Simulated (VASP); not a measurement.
Consider the following.

```xyz
1
Lattice="-2.7891 2.7891 2.7891 2.7891 -2.7891 2.7891 2.7891 2.7891 -2.7891" Properties=species:S:1:pos:R:3 pbc="T T T"
Rb     0.0000     0.0000     0.0000
```

Level of theory: PBEsol GGA, VASP's PBE PAW potentials (set 64) (plane waves; VASP 6.6.1). Run with 520 eV cut-off, 9×9×9 Γ-centred mesh, first-order Methfessel-Paxton smearing of 0.10 eV, potentials Rb_sv.

### Question
Predict the energy per atom (σ→0), band gap (on the k-mesh) with the smallest direct gap where there is one.

### Answer

- band gap (on the k-mesh) = none (metal, semimetal or under 0.01 eV)
- energy per atom (σ→0) = -1.027 eV/atom

Total energies compare only between runs with the same potentials, cut-off and functional.

The compound is Rb in the bcc structure. It was relaxed first.
